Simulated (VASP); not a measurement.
Crystal: HgTe (Coloradoite).

```
Hg Te
1.0
     0.00000    3.21450    3.21450
     3.21450    0.00000    3.21450
     3.21450    3.21450    0.00000
Hg Te
1 1
Direct
  0.00000 0.00000 0.00000
  0.25000 0.25000 0.25000
```

* Program: VASP 6.6.1
* Task: relaxation of cell and atoms
* Functional: r2SCAN
* Potentials or basis: VASP PAW PBE potentials, release 64 (Hg, Te)
* Cutoff: 600 eV
* k mesh: 10 × 10 × 10
* Occupations: gaussian, width 0.03 eV
* Spin: no spin polarisation

At the start: pressure 3.2 GPa; volume 33.22 Å³/atom.

Problem. Where does the relaxation end?

Solution. Over 3 steps the energy falls by 22.2 meV/atom and the volume is 35.56 Å³/atom (+7.1 %); space group F-43m (No. 216, to 0.05 Å).

Step by step:
```
step  energy change (eV)  largest force (eV/Å)  pressure (GPa)  volume (Å³)
   1              0.0000                0.0000            3.23        66.43
   2             -0.0380                0.0000           -1.01        73.07
   3             -0.0444                0.0000            0.00        71.12
```

Final structure:
```cif
data_structure
_symmetry_space_group_name_H-M 'P 1'
_symmetry_Int_Tables_number 1
_cell_length_a 4.6504
_cell_length_b 4.6504
_cell_length_c 4.6504
_cell_angle_alpha 60.000
_cell_angle_beta 60.000
_cell_angle_gamma 60.000
_cell_volume 71.12
loop_
_atom_site_label
_atom_site_type_symbol
_atom_site_fract_x
_atom_site_fract_y
_atom_site_fract_z
_atom_site_occupancy
Hg1 Hg 0.00000 0.00000 0.00000 1
Te1 Te 0.25000 0.25000 0.25000 1
```

Caveat: the PAW data sets were made with another functional, which shifts forces and pressure a little.
